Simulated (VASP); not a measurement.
A VASP calculation is set up with these files.

POSCAR:
```
Ir2C
1
    3.8107460000     0.0000000000     0.0000000000
   -1.9053730000     3.3002030000     0.0000000000
    0.0000000000     0.0000000000     4.6692110000
C Ir
2 4
Direct
  0.3178140000   0.6582690000   0.2621240000
  0.6933800000   0.3394710000   0.7741510000
  0.0106520000   0.0064900000   0.0032390000
 -0.0314050000  -0.0399620000   0.4853820000
  0.3129810000   0.6794730000   0.7194340000
  0.6965780000   0.3562600000   0.2556700000
```

File KPOINTS:
```
Automatic mesh
0
Gamma
5 5 3
0 0 0
```

**INCAR**
```
! general
SYSTEM =Ir2C
PREC   =Accurate
ENCUT  =400   ! plane-wave cut-off (eV)
LREAL  =.False.   ! projection in real space or not
LASPH  =.True.   ! aspherical one-centre terms

! electronic loop
EDIFF  =1E-6   ! SCF stop (eV)
NELM   =100   ! most electronic steps
ALGO   =Normal   ! blocked Davidson
LMAXMIX=6

! smearing
ISMEAR =0   ! Gaussian
SIGMA  =0.05

! functional
GGA    =PE   ! PBE

! ions
ISIF   =2   ! forces and stress, cell fixed

! output
LWAVE  =.False.
LCHARG =.False.
```

POTCAR, in this order: C Ir (PBE.64 set). Program: vasp_std.

Task: Translate this PBE calculation to Quantum ESPRESSO's pw.x.

Result: One equivalent input (not run):
```
&CONTROL
  calculation = 'scf'
  pseudo_dir = './pseudo'
  outdir = './out'
  tprnfor = .true.
  tstress = .true.
/
&SYSTEM
  ibrav = 0
  nat = 6
  ntyp = 2
  ecutwfc = 82
  occupations = 'smearing'
  smearing = 'gaussian'
  degauss = 0.003675
  input_dft = 'pbe'
/
&ELECTRONS
  conv_thr = 7.3e-08
  electron_maxstep = 100
/
ATOMIC_SPECIES
  C 12.011 C.upf
  Ir 192.217 Ir.upf
CELL_PARAMETERS angstrom
     3.8107460    0.0000000    0.0000000
    -1.9053730    3.3002030    0.0000000
     0.0000000    0.0000000    4.6692110
ATOMIC_POSITIONS crystal
  C    0.3178140  0.6582690  0.2621240
  C    0.6933800  0.3394710  0.7741510
  Ir   0.0106520  0.0064900  0.0032390
  Ir  -0.0314050 -0.0399620  0.4853820
  Ir   0.3129810  0.6794730  0.7194340
  Ir   0.6965780  0.3562600  0.2556700
K_POINTS automatic
  5 5 3 0 0 0
```
Limits of the translation: the potentials are each code's own (VASP's PAW set, PseudoDojo norm-conserving files in pw.x), so ENCUT and ecutwfc are chosen apart and not converted; conv_thr bounds pw.x's estimated SCF error, while EDIFF bounds the energy change between steps.

The structure was generated: Ir2C was put into an ordered model structure, which need not be its known phase. The cell was not relaxed at this level, atoms are displaced from their ideal sites. The k-mesh is coarse (spacing up to 0.45 per Å, 2π included), so the numbers may not be converged in it.
